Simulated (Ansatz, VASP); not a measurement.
# Cross-check of Zr2CSO (Zr2COS MXene monolayer) between VASP and Ansatz

Wanted: the spread between two codes on one cell, functional and k mesh. Of the first pair: The structure shown is the start of the Ansatz relaxation below; VASP solves that cell, so the two are compared at the walk's first step.

Calculated with Ansatz 0.2.0; plane waves, with VASP 6.6.1 beside it; single point at PBE with D3(BJ).

**1. Set-up**

The cell holds 5 atoms: 1 S, 2 Zr, 1 C and 1 O. Cell: a = 3.289 Å, b = 3.289 Å, c = 34.973 Å, α = 90.0°, β = 90.0°, γ = 120.0°. Vacuum lies along c. The height across the vacuum is the one that the program set for its solve, not the one typed.

**2. Ansatz: relaxation, PBE with D3(BJ)**

Ansatz runs on its default PAW (the set named soft_2) files.

The two programs are compared at the cell with which this relaxation starts, whose forces are those of its first step.

Input file input.yaml:

```yaml
crystal:
  lattice:
    - [3.289, 0.0, 0.0]
    - [-1.6445, 2.848357553, 0.0]
    - [0.0, 0.0, 23.5866226631]
  atoms:
    - { symbol: S, position: [0.3333333333, 0.6666666667, 0.3815722212] }
    - { symbol: Zr, position: [0.6666666667, 0.3333333333, 0.4584122808] }
    - { symbol: C, position: [0.0, 0.0, 0.5134329505] }
    - { symbol: Zr, position: [0.3333333333, 0.6666666667, 0.5684536201] }
    - { symbol: O, position: [0.6666666667, 0.3333333333, 0.6184277788] }
  periodic: [true, true, false]
kpoints:
  mp_grid: { grid: [12, 12, 1] }
hamiltonian:
  xc: pbe
  dispersion: d3bj
scf:
  occupations: { method: fermi_dirac, width: 0.05 }
  convergence: { dr2_threshold: 1.0e-09 }
relax:
  f_tol: 0.004
  max_steps: 90
  cell: {}
output:
  write_potential: true
  write_density: true
  volumetric_format: npy
```

Started as:

```
> ansatz run input.yaml --threads 4 --pin off --max-ram 6144MiB --backend cpu --events-out ev --progress --plain --runs-dir out
```

Numbers of over 12 decimals in the logs are rounded to 6 here.

The program printed:

```text
Warning: crystal.periodic: the lattice vector that does not repeat stood 0.000° off the slab's normal, 23.587 Å along it as the deck builds it. The run solves the slab on a vector along the normal, 34.973 Å long, with every atom where it was (on the deck's vector they left 18.00 Å outside them, and the widest stretch free of ions among them is 1.81 Å). A fractional position that the run reports is one of the run's ce [...]
Warning: relax.cell: scf.convergence.dr2_threshold = 1e-9 eV is looser than the 2.05809757517e-10 eV advised for a relaxation that steers and ends on the stress (1e-10 eV for each atom of the cell: 5, times the square of relax.cell.stress_2d_tol = 0.05 N/m over 15.6 Å (the atoms' height at the walk's start and 5 Å past either face), 3.208e-2 GPa, over a crystal's default 0.05). What an SCF threshold leaves in a stress goes as its square root, and in the free energy as the threshold itself, and one threshold admits the most on a small cell: [figures from the program's tests cut] Set scf.convergence.dr2_threshold to 2.05809757517e-10 eV or tighter. [rest of the remark cut]
crystal.periodic: the lattice vector that does not repeat stood 0.000° off the slab's normal, 23.587 Å along it as the deck builds it. The run solves the slab on a vector along the normal, 34.973 Å long, with every atom where it was (on the deck's vector they left 18.00 Å outside them, and the widest stretch free of ions among them is 1.81 Å). A fractional position that the run reports is one of the run's cell, which [...]
Engine: ansatz 0.2.0, aarch64-unknown-linux-gnu
Pseudopotentials: kind: paw
Pseudopotential: S, paw, valence charge 6, recommended cutoff 420 eV (normal), S.paw.azcp
Pseudopotential: Zr, paw, valence charge 12, recommended cutoff 420 eV (normal), Zr.paw.azcp
Pseudopotential: C, paw, valence charge 4, recommended cutoff 420 eV (normal), C.paw.azcp
Pseudopotential: O, paw, valence charge 6, recommended cutoff 420 eV (normal), O.paw.azcp
Functional definition: PBE
  parameter kappa = 0.804
  parameter beta = 0.066725
  exchange = pbe_x(kappa = kappa, mu = beta*pi^2/3)
  correlation = pbe_c(beta = beta)
Crystal: 5 atoms, lattice volume = 327.638 Å³
[...]
preconditioner: auto → LDOS  [insulator: Δε(μ)=0.131 eV  Ē_g=8.378 eV  σ=0.050 eV  W_gap=0.50  n_scr=20 (ndim 8)  ℏωp=9.8 eV  f_vac=0.755  D(μ)=0.66/eV (n_scr^D=6)  ε∞_Penn≈2.4  β→1.0]
SCF iter   2: F=—  HF=-10095.319468 eV  |F-HF|=—  |Δ(HF+E_count)|=   2.58e-5  Δρ=8.27e-5  dr2=5.46e-5  ethr=8.62e-8  ⟨swp⟩=2.1  Hψ=710  notcnv=0
SCF iter   3: F=—  HF=-10095.319459 eV  |F-HF|=—  |Δ(HF+E_count)|=   9.19e-6  Δρ=2.09e-5  dr2=4.96e-6  ethr=8.62e-8  ⟨swp⟩=3.0  Hψ=850  notcnv=0
SCF iter   4: F=—  HF=-10095.319456 eV  |F-HF|=—  |Δ(HF+E_count)|=   2.96e-6  Δρ=1.89e-6  dr2=1.30e-8  ethr=1.24e-8  ⟨swp⟩=3.3  Hψ=871  notcnv=0
SCF iter   5: F=—  HF=-10095.319378 eV  |F-HF|=—  |Δ(HF+E_count)|=   7.76e-5  Δρ=7.58e-7  dr2=1.57e-9  ethr=2.50e-12  ⟨swp⟩=14.5  Hψ=4721  notcnv=0
SCF iter   6: F=-10095.319378 eV  HF=-10095.319378 eV  |F-HF|=5.80e-10  |Δ(HF+E_count)|=   5.36e-9  Δρ=1.92e-7  dr2=1.05e-10  ethr=2.50e-12  ⟨swp⟩=11.5  Hψ=3699  notcnv=0
SCF 10 converged in 6 iterations: F = -10095.319378 eV  dr2 = 1.05e-10
relax step  10: F+E_penalty+E_count = -10095.31937835 eV  Δ(F+E_penalty+E_count) = +6.159e-5 eV  max|allowed force component| = 2.676e-4 eV/Å  Δτ_max = 0.0011 Å  P = +0.005 N/m  Ω = 342.196 Å³  energy of the carried Pulay correction = -9.619e-5 eV  fix = [c, alpha, beta]  reactions: c +0.000 N/m  (6 SCF iters, accepted)
iter 1 solved again at ethr=1.69e-7 eV; its pass at ethr=3.10e-3 eV (dr2=6.77e-5 eV) is discarded
SCF iter   1: F=—  HF=-10095.319524 eV  |F-HF|=—  |Δ(HF+E_count)|=         —  Δρ=3.59e-6  dr2=6.19e-9  ethr=1.69e-7  ⟨swp⟩=6.6  Hψ=5764  notcnv=0
eigensolver tolerance schedule: the retry pair's looser diagonalisation over-reported the residual by 10942.26 of it (diagonalisation noise at 1.48 of the residual, at the tolerance the schedule requests for it); recorded, not acted on — ethr = c·dr2/N_el stays at c = 1.0e-1
preconditioner: auto → LDOS  [insulator: Δε(μ)=0.130 eV  Ē_g=8.378 eV  σ=0.050 eV  W_gap=0.50  n_scr=20 (ndim 8)  ℏωp=9.8 eV  f_vac=0.755  D(μ)=0.67/eV (n_scr^D=6)  ε∞_Penn≈2.4  β→1.0]
SCF iter   2: F=—  HF=-10095.319485 eV  |F-HF|=—  |Δ(HF+E_count)|=   3.89e-5  Δρ=1.75e-6  dr2=2.13e-8  ethr=1.55e-11  ⟨swp⟩=6.5  Hψ=2130  notcnv=0
SCF iter   3: F=—  HF=-10095.319485 eV  |F-HF|=—  |Δ(HF+E_count)|=   2.11e-9  Δρ=3.92e-7  dr2=1.74e-9  ethr=1.55e-11  ⟨swp⟩=3.4  Hψ=939  notcnv=0
SCF iter   4: F=-10095.319485 eV  HF=-10095.319485 eV  |F-HF|=3.36e-8  |Δ(HF+E_count)|=   3.30e-8  Δρ=1.75e-7  dr2=2.42e-10  ethr=2.50e-12  ⟨swp⟩=16.1  Hψ=4230  notcnv=0
SCF 11 converged in 4 iterations: F = -10095.319485 eV  dr2 = 2.42e-10
relax step  11: F+E_penalty+E_count = -10095.31948522 eV  Δ(F+E_penalty+E_count) = -1.069e-4 eV  max|allowed force component| = 2.528e-4 eV/Å  Δτ_max = 0.0000 Å  P = +0.006 N/m  Ω = 342.196 Å³  fix = [c, alpha, beta]  reactions: c +0.000 N/m  stress off target by 6.15e-3 N/m on what of the cell is left free  SCF on the basis re-selected at this cell (its energy is not comparable with the rows above)  (4 SCF iters)
basis re-selected at this cell: Δ(F+E_penalty+E_count) = -1.069e-4 eV, ΔP = +0.001 N/m vs the last step (what re-selecting the basis moved, of the pressure what is left beyond the Pulay correction that the steps carried, after the strain that the cell walked since its last selection, with what the two solves' SCF thresholds leave and, on support functions, any second-order correction that the steps lacked; it is no m [...]
WARN: The output density's exchange-correlation potential varies sharply where the density is thin. Do not read a vacuum level from v_tot or v_xc, or from such a field of the output density. On a cell that repeats whose density bears no net charge and no dipole along the vacuum's axis use v_es (v_loc + v_h of the components); under efield.dipole_correction with no amplitude use v_es + v_field, which holds any externa [...]
SCF converged after 4 iterations
Free energy (F): -10095.319485 eV
Harris-Foulkes:  -10095.319485 eV  (|F-HF|=3.36e-8)
Internal energy: -10095.314141 eV  (E = F + TS)
E sigma→0 (E₀):  -10095.316813 eV
Entropy (-TS):   -0.005344 eV (-1.069 meV/atom)
Fermi energy:    -5.427055 eV
--- Per-component energies (eV) ---
  E_band       = -872.817526
  E_kinetic    = 1039.341843
  E_local      = -99591.953828  (includes V_loc(G=0)·N_el)
  E_nonlocal   = 257.575446
  E_hartree    = 49127.138858
  E_xc         = -545.545109
  E_vxc        = -627.191019  (∫ρ·V_xc dr)
  E_paw        = -6763.221005  (= ΣΔE_a)
  E_vpaw       = -204.869180  (= ΣTr[D̂ρ^β])
  E_aug_tail   = 0.002480  (compensation charges beyond the density's cutoff)
  E_ewald      = 46382.650035
  E_disp       = -1.302859  (pairwise vdW)
  E_smearing   = -0.005344  (= −TS)
  E_closure    = -0.000000  (closes the sum)
  Σ components = -10095.319485   (vs F -10095.319485, Δ=0.00e0)
--- Forces (eV/Å), atoms counted from 1 ---
  atom   1  S      0.00000000    -0.00000000     0.00000954
  atom   2  Zr    -0.00000000     0.00000000     0.00025362
  atom   3  C      0.00000000     0.00000000    -0.00018545
  atom   4  Zr     0.00000000     0.00000000    -0.00007245
  atom   5  O      0.00000000     0.00000000    -0.00000104
  max |Σ_I F_I| component: 4.22e-6 eV/Å
--- 2D stress c σ (N/m, compression-positive) ---
        0.006146       0.000000      -0.000000
       -0.000000       0.006146       0.000000
       -0.000000       0.000000       0.000000
  P = ½ c Tr σ = 0.0061 N/m
--- Band table (eV; the first three rows and the last of 19) ---
  k-point 0: bands = ["-54.7529", "-53.8416", "-32.9670", "-32.5436", "-32.5436", "-31.9888", "-31.6748", "-31.6748", "-24.0265", "-17.9628", "-15.3391", "-10.7604", "-10.6843", "-10.6843", "-9.0977", "-7.5320", "-7.5320", "-6.5158", "-5.2068", "-5.2068", "-4.1119", "-4.1119", "-3.8919", "-2.6045", "-2.6045"]
  k-point 1: bands = ["-54.7486", "-53.8377", "-32.9568", "-32.5997", "-32.5533", "-31.9800", "-31.7149", "-31.6834", "-23.9901", "-17.8897", "-15.3430", "-10.7754", "-10.6246", "-10.5941", "-9.0017", "-7.8122", "-7.5120", "-6.3807", "-5.8120", "-5.5361", "-4.2154", "-3.7625", "-3.5368", "-2.6367", "-2.5208"]
  k-point 2: bands = ["-54.7367", "-53.8271", "-32.9340", "-32.7414", "-32.5796", "-31.9591", "-31.8217", "-31.7068", "-23.8999", "-17.6916", "-15.3346", "-10.7771", "-10.4674", "-10.3558", "-8.9302", "-8.0436", "-7.4929", "-7.1071", "-6.1564", "-5.9785", "-4.5750", "-3.3098", "-3.0187", "-2.6113", "-2.1458"]
  k-point 18: bands = ["-54.6795", "-53.7759", "-33.1898", "-32.9494", "-32.7565", "-32.0677", "-32.0647", "-31.8688", "-23.5799", "-16.7742", "-14.8384", "-10.4004", "-9.9603", "-9.9251", "-9.0810", "-8.6410", "-8.5018", "-7.9286", "-7.6198", "-7.5149", "-3.5112", "-3.0234", "-2.3351", "-1.9029", "-1.5600"]
  the weakly bound empty levels are not read free of the cell's end (no_gap_told)
--- Relaxed structure (9 steps of the walk, 8 accepted, 2 SCFs on fresh bases) ---
  F+E_penalty+E_count = -10095.31948522 eV   max|allowed force component| = 2.528e-4 eV/Å   (the final SCF, on the basis selected at the relaxed cell)
  cell:  # Å, volume = 342.1962 Å³
    - [3.361277, 5.349558354047333e-18, 0]
    - [-1.680638, 2.910951, 0]
    - [0, 0, 34.973245]
  atoms:
    - { symbol: S, position: [0.333333, 0.666667, 0.262039] }
    - { symbol: Zr, position: [0.666667, 0.333333, 0.307893] }
    - { symbol: C, position: [0, 0, 0.345936] }
    - { symbol: Zr, position: [0.333333, 0.666667, 0.385951] }
    - { symbol: O, position: [0.666667, 0.333333, 0.411407] }
```

Reading the cycles: dr2 is the Hartree energy of the density residual (eV), the measure of convergence; HF is the Harris–Foulkes estimate of the energy, which meets the free energy F at convergence.

**3. VASP: single point, PBE with D3(BJ), start cell, pair 1**

The same cell, functional, mesh and smearing now go to VASP, with its own data sets.

Lines of VASP's logs that name or quote its potential files are left out, and so is its time.

Input file INCAR:

```
SYSTEM = Zr2CSO
PREC = Accurate
ENCUT = 520
EDIFF = 1E-06
NELM = 120
ISMEAR = -1
SIGMA = 0.05
LREAL = .FALSE.
ALGO = Normal
GGA = PE
IVDW = 12
NBANDS = 26
LASPH = .TRUE.
LORBIT = 11
LWAVE = .FALSE.
LCHARG = .FALSE.
ISIF = 2
LDIPOL = .TRUE.
IDIPOL = 3
DIPOL = 0.5 0.5 0.343
LVHAR = .TRUE.
GGA_COMPAT = .FALSE.
NELMDL = -8
KPAR = 2
```

Input file POSCAR:

```
Zr2CSO
1.0
    3.2890000000      0.0000000000      0.0000000000
   -1.6445000000      2.8483580000      0.0000000000
    0.0000000000      0.0000000000     34.9732450000
S Zr C O
1 2 1 1
Direct
    0.3333332748      0.6666665496      0.2573395749
    0.6666666081      0.3333332163      0.3091619608
    0.3333332748      0.6666665496      0.3833759492
    0.9999999415      0.9999998829      0.3462689550
    0.6666666081      0.3333332163      0.4170794846
```

Input file KPOINTS:

```
Automatic mesh
0
Gamma
12 12 1
0 0 0
```

PAW data sets: S, Zr_sv, C and O (PBE family, release 64).

Started as:

```
> mpirun -np 2 vasp_std
```

The program printed:

```text
[banner, memory and clock lines left out]
running    2 mpi-ranks, on    1 nodes
 distrk:  each k-point on    1 cores,    2 groups
 distr:  one band on    1 cores,    1 groups

 POSCAR found type information on POSCAR S ZrC O
 POSCAR found :  4 types and       5 ions
 LDA part: xc-table for (Slater+PW92), standard interpolation
 POSCAR, INCAR and KPOINTS ok, starting setup
 FFT: planning ... GRIDC
 FFT: planning ... GRID_SOFT
 FFT: planning ... GRID
 WAVECAR not read
 entering main loop
       N       E                     dE             d eps       ncg     rms          rms(c)
DAV:   1     0.377383436975E+03    0.37738E+03   -0.18606E+04  1228   0.122E+03
DAV:   2    -0.113227552979E+01   -0.37852E+03   -0.37236E+03  1280   0.321E+02
DAV:   3    -0.475468212559E+02   -0.46415E+02   -0.46038E+02  1486   0.102E+02
DAV:   4    -0.503279656626E+02   -0.27811E+01   -0.27750E+01  1566   0.238E+01
DAV:   5    -0.504180038305E+02   -0.90038E-01   -0.90024E-01  1486   0.346E+00
DAV:   6    -0.504197464960E+02   -0.17427E-02   -0.17426E-02  1480   0.575E-01
DAV:   7    -0.504197869502E+02   -0.40454E-04   -0.40454E-04  1526   0.868E-02
DAV:   8    -0.504197882532E+02   -0.13030E-05   -0.13032E-05  1440   0.154E-02    0.294E+01
DAV:   9    -0.436147484349E+02    0.68050E+01   -0.46183E+01  1146   0.345E+01    0.135E+01
DAV:  10    -0.444151891064E+02   -0.80044E+00   -0.32848E+01  1530   0.260E+01    0.910E+00
DAV:  11    -0.438710081551E+02    0.54418E+00   -0.27823E+01  1404   0.198E+01    0.390E+00
DAV:  12    -0.430290918115E+02    0.84192E+00   -0.42506E+00  1556   0.107E+01    0.144E+00
DAV:  13    -0.430435259139E+02   -0.14434E-01   -0.32996E-01  1260   0.283E+00    0.895E-01
DAV:  14    -0.430414384032E+02    0.20875E-02   -0.33604E-02  1470   0.113E+00    0.472E-01
[...]
DAV:  23    -0.430412253899E+02   -0.43135E-04   -0.23862E-06   988   0.725E-03    0.251E-03
DAV:  24    -0.430412858295E+02   -0.60440E-04   -0.23255E-06   936   0.744E-03    0.270E-03
DAV:  25    -0.430413103470E+02   -0.24518E-04   -0.12722E-06   886   0.517E-03    0.170E-03
DAV:  26    -0.430413243346E+02   -0.13988E-04   -0.44164E-07   788   0.316E-03    0.410E-04
DAV:  27    -0.430413302174E+02   -0.58829E-05   -0.12736E-07   700   0.138E-03    0.375E-04
DAV:  28    -0.430413338577E+02   -0.36402E-05   -0.98973E-08   756   0.114E-03    0.250E-04
DAV:  29    -0.430413349550E+02   -0.10973E-05   -0.32389E-08   590   0.604E-04    0.100E-04
DAV:  30    -0.430413356901E+02   -0.73514E-06   -0.20359E-08   634   0.400E-04
   1 F= -.44388595E+02 E0= -.44383234E+02  d E =-.107224E-01
```

OUTCAR, selected parts (step 3):

```text
ion  position               nearest neighbor table
   1  0.333  0.667  0.257-   2 2.62   2 2.62   2 2.62
   2  0.667  0.333  0.309-   4 2.30   4 2.30   4 2.30   1 2.62   1 2.62   1 2.62   3 3.22   3 3.22
                             3 3.22
   3  0.333  0.667  0.383-   5 2.24   5 2.24   5 2.24   4 2.30   4 2.30   4 2.30   2 3.22   2 3.22
                             2 3.22
   4  1.000  1.000  0.346-   3 2.30   2 2.30   3 2.30   2 2.30   2 2.30   3 2.30
   5  0.667  0.333  0.417-   3 2.24   3 2.24   3 2.24

  LATTYP: Found a hexagonal cell.
 ALAT       =     3.2890000000
 C/A-ratio  =    10.6333976893

 Subroutine GETGRP returns: Found  6 space group operations
 (whereof  6 operations were pure point group operations)

The static configuration has the point symmetry C_3v.

 Found     19 irreducible k-points:

   k-points           NKPTS =     19   k-points in BZ     NKDIM =     19   number of bands    NBANDS=     26

   dimension x,y,z NGX =    24 NGY =   24 NGZ =  270
   dimension x,y,z NGXF=    48 NGYF=   48 NGZF=  540

   ENCUT  =  520.0 eV  38.22 Ry    6.18 a.u.   6.12  6.12 65.03*2*pi/ulx,y,z

   NELECT =      40.0000    total number of electrons

 k-points in reciprocal lattice and weights: Automatic mesh
   0.00000000  0.00000000  0.00000000       0.007
   0.08333333  0.00000000  0.00000000       0.042
   0.16666667  0.00000000  0.00000000       0.042
   0.25000000  0.00000000  0.00000000       0.042
   0.33333333  0.00000000  0.00000000       0.042
   0.41666667  0.00000000  0.00000000       0.042
   0.50000000  0.00000000  0.00000000       0.021
   0.08333333  0.08333333  0.00000000       0.042
   0.16666667  0.08333333  0.00000000       0.083
[...]
0.33333333  0.25000000  0.00000000       0.083
   0.33333333  0.33333333  0.00000000       0.014

 dipolmoment           0.000000      0.000000      0.042259 electrons x Angstroem

 average (electrostatic) potential at core
       1 -94.1666       2 -86.5866       3 -86.9870       4 -57.1619       5 -78.1019

 E-fermi :  -3.5457

 k-point     1 :       0.0000    0.0000    0.0000
  band No.  band energies     occupation
    ...
     14      -7.0290      2.00000
     15      -6.3767      2.00000
     16      -5.2051      2.00000
     17      -5.2051      2.00000
     18      -4.7557      2.00000
     19      -2.9506      0.00001
     20      -2.9506      0.00001
     21      -2.0360      0.00000
     22      -2.0360      0.00000
     23      -2.0314      0.00000
    ...

 k-point     2 :       0.0833    0.0000    0.0000
  band No.  band energies     occupation
    ...
     15      -6.2412      2.00000
     16      -5.5302      2.00000
     17      -5.2239      2.00000
     18      -4.6156      2.00000
     19      -3.5756      1.29033
     20      -3.2167      0.00277
     21      -2.2475      0.00000
     22      -1.7509      0.00000
     23      -1.6752      0.00000
     24      -0.0863      0.00000
    ...

 k-point     3 :       0.1667    0.0000    0.0000
  band No.  band energies     occupation
    ...
     16      -5.5879      2.00000
     17      -5.2974      2.00000
     18      -5.0083      2.00000
     19      -4.3083      2.00000
     20      -3.5697      1.23616
     21      -2.7428      0.00000
     22      -1.2874      0.00000
     23      -1.2691      0.00000
     24      -0.1693      0.00000
     25       0.4881      0.00000
    ...

 Edisp (eV)   -1.34726

  Total       0.86928     0.86928    -2.30639     0.00000     0.00000    -0.00000
  in kB       4.25083     4.25083   -11.27842     0.00000     0.00000    -0.00000
  external pressure =       -0.93 kB  Pullay stress =        0.00 kB

  energy-cutoff  :      520.00
  volume of cell :      327.64
      direct lattice vectors                 reciprocal lattice vectors
     3.289000000  0.000000000  0.000000000     0.304043782  0.175539732  0.000000000
    -1.644500000  2.848358000  0.000000000     0.000000000  0.351079464  0.000000000
     0.000000000  0.000000000 34.973245000     0.000000000  0.000000000  0.028593286

 POSITION                                       TOTAL-FORCE (eV/Angst)
 -----------------------------------------------------------------------------------
     -0.00000      1.89890      9.00000         0.000000      0.000000      1.277439
      1.64450      0.94945     10.81240        -0.000000      0.000000     -2.125908
     -0.00000      1.89890     13.40790         0.000000      0.000000      4.582304
      1.64450      2.84836     12.11015         0.000000      0.000000     -0.912922
      1.64450      0.94945     14.58662        -0.000000     -0.000000     -2.820914
 -----------------------------------------------------------------------------------
    total drift:                                0.000000      0.001735     -0.000312

  FREE ENERGIE OF THE ION-ELECTRON SYSTEM (eV)
  ---------------------------------------------------
  free  energy   TOTEN  =       -44.3885952132 eV

  energy  without entropy=      -44.3778727999  energy(sigma->0) =      -44.38323401

 vacuum level on the upper side and lower side of the slab         3.578         2.762

 total charge
# of ion       s       p       d       tot
------------------------------------------
    1        1.368   2.310   0.000   3.678
    2        2.183   6.042   1.628   9.853
    3        2.176   6.050   1.499   9.725
    4        0.888   1.537   0.000   2.425
    5        1.575   3.361   0.000   4.936
--------------------------------------------------
tot          8.190  19.300   3.127  30.617

[... 3 further parts left out ...]
```

[end of part 1 of 2]

[Lines on the potential files, build, host, timing and source positions are cut from VASP's logs without a mark.]

[Logs are printed without paths, hosts, clocks, repeated set-up lines and the standing remarks that a program may print on its own settings, such as how far it seeks lower states.]

[Hosts, paths, dates, database ids (printed as entryN), source tags and the programs' standing remarks are cut or masked in the printed files.]
